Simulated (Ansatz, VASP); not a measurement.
## InAg3: VASP beside Ansatz

```xyz
4
Lattice="4.1714 0.0000 0.0000 0.0000 4.1714 0.0000 0.0000 0.0000 4.1714" Properties=species:S:1:pos:R:3 pbc="T T T"
In    0.0000    0.0000    0.0000
Ag    0.0000    2.0857    2.0857
Ag    2.0857    0.0000    2.0857
Ag    2.0857    2.0857    0.0000
```

Change from the starting cell: volume scaled by 1.02.

Alike in both runs: task single point; functional PBEsol; k mesh 9 × 9 × 9; occupations fermi-dirac, width 0.05 eV; no spin polarisation.

|  | VASP | Ansatz |
| --- | --- | --- |
| version | VASP 6.6.1 | Ansatz 0.2.0 |
| potentials or method | VASP PAW PBE potentials, release 64 (In_d, Ag), cutoff 520 eV | all-electron LAPW, scalar-relativistic |

Ansatz gave:

| Item | Value |
| --- | --- |
| pressure (GPa) | -2.2 |

Problem. What did VASP give for the same quantities?

Solution. Pressure (GPa): -2.3.

Ansatz ran all-electron here, so the differences hold the error of VASP's frozen core and of both bases.

Caveats: the PAW data sets were made with another functional, which shifts forces and pressure a little (VASP).
